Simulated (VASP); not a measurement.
Input:

```xyz
4
Lattice="3.9453 0.0000 0.0000 0.0000 3.9453 0.0000 0.0000 0.0000 3.9453" Properties=species:S:1:pos:R:3 pbc="T T T"
Ti     0.0000     0.0000     0.0000
Pt     0.0000     1.9726     1.9726
Pt     1.9726     0.0000     1.9726
Pt     1.9726     1.9726     0.0000
```

All values below come from PBE GGA, VASP's PBE PAW potentials (set 64) (plane waves; VASP 6.6.1). Numerical set-up: 500 eV cut-off, 8×8×8 Γ-centred mesh, first-order Methfessel-Paxton smearing of 0.10 eV, potentials Ti_sv Pt.

Task: The ions, cell shape and volume at an external pressure of 5.0 GPa are relaxed. Predict the relaxed structure.

Result: 
```xyz
4
Lattice="3.9203 0.0000 0.0000 0.0000 3.9203 0.0000 0.0000 0.0000 3.9203" Properties=species:S:1:pos:R:3 pbc="T T T"
Ti     0.0000     0.0000     0.0000
Pt     0.0000     1.9601     1.9601
Pt     1.9601     0.0000     1.9601
Pt     1.9601     1.9601     0.0000
```
Space group Pm-3m (221), at a tolerance of 0.03 Å.

Task: How do energy and volume change from the first to the last step?

Result: The energy (σ→0) changes by +4.6 meV/atom and the volume by -1.9 %, in 3 ionic steps.

The compound is Pt3Ti in the L1_2 structure. This run relaxes it under an external pressure of 5 GPa. Symmetry was kept, so distortions that lower it aren't found.
